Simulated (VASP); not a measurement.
Given:

```
CELL_PARAMETERS angstrom
     -1.86036     1.86036     1.86036
      1.86036    -1.86036     1.86036
      1.86036     1.86036    -1.86036
ATOMIC_POSITIONS crystal
  Ce 0.00000 0.00000 0.00000
```

The numbers are results of r2SCAN meta-GGA, VASP's PBE PAW potentials (set 64) (plane waves; VASP), not measurements. Numerical set-up: 400 eV cut-off, 15×15×15 Γ-centred mesh, tetrahedra with Blöchl corrections, potentials Ce.

### Question
Give the energies of bands 5 to 9 at the high-symmetry points, in eV from the Fermi level.

### Answer

| band | Γ | H | N | P |
|---|---|---|---|---|
| 5 | -2.71 | -3.20 | -2.43 | 0.72 |
| 6 | 0.07 | -3.20 | -0.53 | 0.72 |
| 7 | 0.07 | 0.45 | 0.17 | 0.72 |
| 8 | 0.07 | 0.75 | 0.48 | 0.80 |
| 9 | 1.19 | 0.75 | 0.75 | 0.83 |

It has no gap at this level: it comes out as a metal or semimetal.

The structure was generated: Ce was put into the bcc type (Im-3m), which need not be its known phase. It was relaxed first, which changed the volume by -25 %. The run is not spin-polarised, so no magnetic state was tried.
